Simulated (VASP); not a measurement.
## Zr (space group Im-3m): computed properties

All values below come from r2SCAN meta-GGA, VASP's PBE PAW potentials (set 64) (plane waves; VASP).

```json
{
  "space_group": "Im-3m (229)",
  "cell": "a = 3.5789 Å, b = 3.5789 Å, c = 3.5789 Å, α = 90.00°, β = 90.00°, γ = 90.00°",
  "volume_per_atom": "22.92 Å³/atom",
  "band gap (over mesh and band path)": "none (metal, semimetal or under 0.01 eV)",
  "band_gap_with_spin_orbit_coupling": "none (metallic)",
  "density": "6.61 g/cm³"
}
```

```cif
data_Zr
_chemical_formula_sum 'Zr1'
_space_group_name_H-M_alt 'P 1'
_space_group_IT_number 1
_cell_length_a 3.09944
_cell_length_b 3.09944
_cell_length_c 3.09944
_cell_angle_alpha 109.471
_cell_angle_beta 109.471
_cell_angle_gamma 109.471
loop_
_space_group_symop_operation_xyz
  'x, y, z'
loop_
_atom_site_label
_atom_site_type_symbol
_atom_site_fract_x
_atom_site_fract_y
_atom_site_fract_z
_atom_site_occupancy
Zr1 Zr 0.00000 0.00000 0.00000 1
```

The structure comes from a computed database's Zr entry (Im-3m); how it stands against other phases isn't given here. It was relaxed first. Symmetry was kept, so distortions that lower it aren't found.
